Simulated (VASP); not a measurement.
Here is a VASP 6.6.1 calculation.

INCAR

```
SYSTEM = CoO
  PREC = Accurate
  ENCUT = 520
  EDIFF = 1E-7
  ISMEAR = 0
  SIGMA = 0.02
  LREAL = .FALSE.
  LASPH = .TRUE.
  NELM = 100
  ALGO = Normal
  ISIF = 3
  LWAVE = .FALSE.
  LCHARG = .FALSE.
  ISPIN = 2
  MAGMOM = 3 0
  LORBIT = 11
  LMAXMIX = 4
  LDAU = .TRUE.
  LDAUTYPE = 2
  LDAUL = 2 -1
  LDAUU = 3.3 0
  LDAUJ = 0 0
  LDAUPRINT = 1
  GGA = PE
  IBRION = 2
  NSW = 80
  EDIFFG = -0.002
```

File KPOINTS:

```
Automatic mesh
0
G
  12 12 12
  0 0 0
```

Contents of POSCAR:

```
CoO                                     
1.0
   -0.0000000000      2.1229092923      2.1229092923
    2.1229092923      0.0000000000      2.1229092923
    2.1229092923      2.1229092923     -0.0000000000
  Co              O             
     1     1
Direct
     0.0000000000000000    0.0000000000000000    0.0000000000000000
     0.5000000000000000    0.5000000000000000    0.5000000000000000
```

Potentials or basis: VASP PAW PBE potentials, release 64 (Co, O).

Launch:

```bash
$ cat potpaw_PBE.64/Co/POTCAR potpaw_PBE.64/O/POTCAR > POTCAR
$ mpirun -np 1 vasp_std > vasp.out
```

(1) What does it give for the site moments?

(2) What does it give for the net moment?

Results:

(1) Co +2.73; O +0.26 μB.

(2) 3.00 μB per cell.

Caveat: the relaxation stopped at its first step, so nothing moved; a cell with one magnetic atom can't hold antiferromagnetic order, which such compounds often take.
